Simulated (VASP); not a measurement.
Method: PBE GGA with D4 dispersion, VASP's PBE PAW potentials (set 64) (plane waves; VASP).

VASP ran on this input.

File POSCAR:
```
NiAl
1.0
  2.8622309538   0.0000000000   0.0000000000
  0.0000000000   2.8622309538   0.0000000000
  0.0000000000   0.0000000000   2.8622309538
Al Ni
1 1
Cart
  1.4311154769   1.4311154769   1.4311154769
  0.0000000000   0.0000000000   0.0000000000
```

INCAR:
```
ALGO  =  Normal
EDIFF  =  1E-6
EDIFFG  =  -0.01
ENCUT  =  520
GGA  =  PE
IBRION  =  2
ISIF  =  3
ISMEAR  =  1
IVDW  =  13
LASPH  =  .True.
LCHARG  =  .False.
LMAXMIX  =  4
LREAL  =  .False.
LWAVE  =  .False.
NELM  =  100
NSW  =  60
PREC  =  Accurate
SIGMA  =  0.1
SYSTEM  =  NiAl
```

**KPOINTS**
```
kpoints
0
G
  11 11 11
0 0 0
```

POTCAR, in this order: Al Ni (PBE.64 set). Program: vasp_std.

Output

File OSZICAR:
```
       N       E                     dE             d eps       ncg     rms          rms(c)
DAV:   1     0.392009683693E+02    0.39201E+02   -0.58585E+03  1144   0.138E+03
DAV:   2    -0.107504395056E+02   -0.49951E+02   -0.47050E+02  1122   0.203E+02
DAV:   3    -0.119556911963E+02   -0.12053E+01   -0.11905E+01  1306   0.412E+01
DAV:   4    -0.119763531913E+02   -0.20662E-01   -0.20653E-01  1294   0.486E+00
DAV:   5    -0.119769494809E+02   -0.59629E-03   -0.59628E-03  1266   0.867E-01    0.120E+01
DAV:   6    -0.137208080347E+02   -0.17439E+01   -0.57072E+01  1236   0.131E+02    0.153E+01
DAV:   7    -0.105404147515E+02    0.31804E+01   -0.16459E+01  1238   0.784E+01    0.108E+00
DAV:   8    -0.105352050638E+02    0.52097E-02   -0.40007E-01  1380   0.807E+00    0.104E+00
DAV:   9    -0.105213454852E+02    0.13860E-01   -0.58896E-02  1298   0.400E+00    0.187E-01
DAV:  10    -0.105209813360E+02    0.36415E-03   -0.16825E-03  1324   0.667E-01    0.781E-02
DAV:  11    -0.105209779265E+02    0.34095E-05   -0.42143E-05  1256   0.644E-02    0.288E-02
DAV:  12    -0.105209757278E+02    0.21987E-05   -0.61121E-06  1142   0.474E-02    0.320E-03
DAV:  13    -0.105209753732E+02    0.35453E-06   -0.17092E-07   576   0.447E-03
   1 F= -.11418960E+02 E0= -.11418742E+02  d E =-.114190E+02
```

OUTCAR:
```
------------------------ aborting loop because EDIFF is reached ----------------------------------------
  Edisp (eV):   -0.89798
  FORCE on cell =-STRESS in cart. coord.  units (eV):
  Direction    XX          YY          ZZ          XY          YZ          ZX
  --------------------------------------------------------------------------------------
  Total       0.00731     0.00731     0.00731     0.00000    -0.00000     0.00000
  in kB       0.49937     0.49937     0.49937     0.00000    -0.00000     0.00000
  external pressure =        0.50 kB  Pullay stress =        0.00 kB
  volume of cell :       23.45
      direct lattice vectors                 reciprocal lattice vectors
     2.862230954  0.000000000  0.000000000     0.349377816  0.000000000  0.000000000
     0.000000000  2.862230954  0.000000000     0.000000000  0.349377816  0.000000000
     0.000000000  0.000000000  2.862230954     0.000000000  0.000000000  0.349377816
 POSITION                                       TOTAL-FORCE (eV/Angst)
 -----------------------------------------------------------------------------------
      1.43112      1.43112      1.43112         0.000000      0.000000      0.000000
      0.00000      0.00000      0.00000         0.000000      0.000000      0.000000
 -----------------------------------------------------------------------------------
    total drift:                                0.000000      0.000000      0.000000
  FREE ENERGIE OF THE ION-ELECTRON SYSTEM (eV)
  ---------------------------------------------------
  free  energy   TOTEN  =       -11.4189603246 eV

  energy  without entropy=      -11.4183058581  energy(sigma->0) =      -11.41874217

 reached required accuracy - stopping structural energy minimisation
```
(Selected blocks of OUTCAR.)

The compound is NiAl in the CsCl type structure. It was relaxed first. The start is the result of an earlier pass. The run is not spin-polarised, so no magnetic state was tried. The electron count is odd and the run is not spin-polarised, which forces a metal.
